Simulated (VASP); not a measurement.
A convergence study with VASP on Os (hcp): one setting is varied, all else stays as given below, so the limit is that of these other settings. Each run relaxes cell and ions from the cell shown.

```
CELL_PARAMETERS angstrom
      1.36500    -2.36425     0.00000
      1.36500     2.36425     0.00000
      0.00000     0.00000     4.32000
ATOMIC_POSITIONS crystal
  Os 0.33333 0.66667 0.25000
  Os 0.66667 0.33333 0.75000
```

Level of theory: PBE GGA, VASP's PBE PAW potentials (set 64) (plane waves; VASP). The tightest run used: 550 eV cut-off, 20×20×12 Γ-centred mesh, first-order Methfessel-Paxton smearing of 0.10 eV, potentials Os.

Q: The settings run are 2×2×1 mesh; 3×3×2 mesh; 4×4×2 mesh; 5×5×3 mesh; 6×6×4 mesh; 7×7×4 mesh; 8×8×5 mesh; 9×9×5 mesh; 10×10×6 mesh; 11×11×6 mesh; 12×12×7 mesh; 14×14×8 mesh; 15×15×9 mesh; 16×16×9 mesh; 17×17×10 mesh; 18×18×11 mesh; 19×19×11 mesh; 20×20×12 mesh. From which on does the relaxed volume stay within 0.05 Å³/atom of the tightest run?

A: From 5×5×3 mesh on: it is off by 0.016 there and by no more than 0.05 in any finer run, while 4×4×2 mesh is off by 0.086.
```json
[
 {"setting": "2×2×1 mesh", "relaxed volume (Å³/atom)": "14.224", "E (eV/atom)": "-10.9866", "irreducible k-points": "2", "difference judged (Å³/atom)": "0.044"},
 {"setting": "3×3×2 mesh", "relaxed volume (Å³/atom)": "14.644", "E (eV/atom)": "-10.9477", "irreducible k-points": "6", "difference judged (Å³/atom)": "0.376"},
 {"setting": "4×4×2 mesh", "relaxed volume (Å³/atom)": "14.182", "E (eV/atom)": "-11.3708", "irreducible k-points": "8", "difference judged (Å³/atom)": "0.086"},
 {"setting": "5×5×3 mesh", "relaxed volume (Å³/atom)": "14.284", "E (eV/atom)": "-11.1933", "irreducible k-points": "10", "difference judged (Å³/atom)": "0.016"},
 {"setting": "6×6×4 mesh", "relaxed volume (Å³/atom)": "14.302", "E (eV/atom)": "-11.2131", "irreducible k-points": "21", "difference judged (Å³/atom)": "0.035"},
 {"setting": "7×7×4 mesh", "relaxed volume (Å³/atom)": "14.301", "E (eV/atom)": "-11.2164", "irreducible k-points": "24", "difference judged (Å³/atom)": "0.033"},
 {"setting": "8×8×5 mesh", "relaxed volume (Å³/atom)": "14.253", "E (eV/atom)": "-11.2780", "irreducible k-points": "30", "difference judged (Å³/atom)": "0.015"},
 {"setting": "9×9×5 mesh", "relaxed volume (Å³/atom)": "14.260", "E (eV/atom)": "-11.2608", "irreducible k-points": "36", "difference judged (Å³/atom)": "0.008"},
 {"setting": "10×10×6 mesh", "relaxed volume (Å³/atom)": "14.277", "E (eV/atom)": "-11.2393", "irreducible k-points": "56", "difference judged (Å³/atom)": "0.009"},
 {"setting": "11×11×6 mesh", "relaxed volume (Å³/atom)": "14.273", "E (eV/atom)": "-11.2420", "irreducible k-points": "64", "difference judged (Å³/atom)": "0.005"},
 {"setting": "12×12×7 mesh", "relaxed volume (Å³/atom)": "14.269", "E (eV/atom)": "-11.2528", "irreducible k-points": "76", "difference judged (Å³/atom)": "0.001"},
 {"setting": "14×14×8 mesh", "relaxed volume (Å³/atom)": "14.273", "E (eV/atom)": "-11.2462", "irreducible k-points": "120", "difference judged (Å³/atom)": "0.005"},
 {"setting": "15×15×9 mesh", "relaxed volume (Å³/atom)": "14.268", "E (eV/atom)": "-11.2521", "irreducible k-points": "135", "difference judged (Å³/atom)": "0.000"},
 {"setting": "16×16×9 mesh", "relaxed volume (Å³/atom)": "14.266", "E (eV/atom)": "-11.2522", "irreducible k-points": "150", "difference judged (Å³/atom)": "0.002"},
 {"setting": "17×17×10 mesh", "relaxed volume (Å³/atom)": "14.269", "E (eV/atom)": "-11.2479", "irreducible k-points": "198", "difference judged (Å³/atom)": "0.001"},
 {"setting": "18×18×11 mesh", "relaxed volume (Å³/atom)": "14.271", "E (eV/atom)": "-11.2476", "irreducible k-points": "222", "difference judged (Å³/atom)": "0.003"},
 {"setting": "19×19×11 mesh", "relaxed volume (Å³/atom)": "14.270", "E (eV/atom)": "-11.2510", "irreducible k-points": "240", "difference judged (Å³/atom)": "0.002"},
 {"setting": "20×20×12 mesh", "relaxed volume (Å³/atom)": "14.268", "E (eV/atom)": "-11.2516", "irreducible k-points": "308", "difference judged (Å³/atom)": "0.000"}
]
```

VASP warned of too few bands at 2×2×1 mesh.

Left out are rungs that failed or repeat a setting and relaxations that didn't move; long series are thinned to 24 rows.

The compound is Os in the hcp structure. VASP warned that the highest band is occupied, so more bands are needed.
